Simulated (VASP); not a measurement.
Here is the system:

```yaml
crystal:
  lattice:
    - [3.10089, 0.00000, 0.00000]
    - [-1.55044, 2.68545, 0.00000]
    - [0.00000, 0.00000, 5.52674]
  atoms:
    - { symbol: V, position: [0.00000, 0.00000, 0.00000] }
    - { symbol: S, position: [0.66667, 0.33333, 0.73672] }
    - { symbol: S, position: [0.33333, 0.66667, 0.26328] }
```

Level of theory: LDA (Ceperley-Alder, Perdew-Zunger) with spin-orbit coupling, VASP's LDA PAW potentials (set 64) (plane waves; VASP). Run with 400 eV cut-off, 10×10×5 Γ-centred mesh, Gaussian smearing of 0.050 eV, potentials V_sv S.

**Question.** Estimate the energy per atom (σ→0), band gap (over mesh and band path) with the smallest direct gap where there is one.

**Answer.** 
```yaml
band gap (over mesh and band path): none (metal, semimetal or under 0.01 eV)
energy per atom (σ→0): -7.409 eV/atom
```

The structure comes from a computed database's VS2 entry (P-3m1); how it stands against other phases isn't given here. It was relaxed first, which changed the volume by -16 %.
